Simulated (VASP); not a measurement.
**LiZnF3: single point with PBE**

LiZnF3:

```
Li Zn F
1.0
     3.63587    0.00000    0.00000
     0.00000    3.63587    0.00000
     0.00000    0.00000    3.63587
Li Zn F
1 1 3
Direct
  0.50000 0.50000 0.50000
  0.00000 0.00000 0.00000
  0.00000 0.50000 0.50000
  0.50000 0.50000 0.00000
  0.50000 0.00000 0.50000
```

The cell comes from a database or a generator and needn't be the stable form of this composition.

```yaml
Program: VASP 6.6.1
Task: single point
Functional: PBE
Potentials_or_basis: VASP PAW PBE potentials, release 64 (Li_sv, Zn, F)
Cutoff: 520 eV
k_mesh: 8 × 8 × 8
Occupations: gaussian, width 0.02 eV
Spin: no spin polarisation
Dipole_correction: no
Further_INCAR_settings: ALGO = Normal; EDIFF = 1e-06; NBANDS = 26
```

The band gap on the k mesh is 0.91 eV, indirect (least direct gap 1.22 eV).

Levels at points of the mesh, in eV from the valence-band top:
```tsv
k point	band 16	band 17	band 18	band 19	band 20	band 21
(0.00, 0.00, 0.00)	-0.30	-0.30	-0.30	0.91	12.56	12.56
(0.50, 0.00, 0.00)	-1.02	-0.38	-0.38	4.26	7.22	11.56
(0.50, 0.50, 0.00)	-1.16	-0.23	0.00	4.57	9.01	9.01
(0.50, 0.50, 0.50)	-0.03	-0.03	-0.03	2.64	10.73	10.73
```

Wall time 16 s on 1 thread of Intel(R) Xeon(R) 6975P-C (Granite Rapids), with other jobs on the host, peak memory 0.18 GiB.

 A k mesh can miss the band edges.
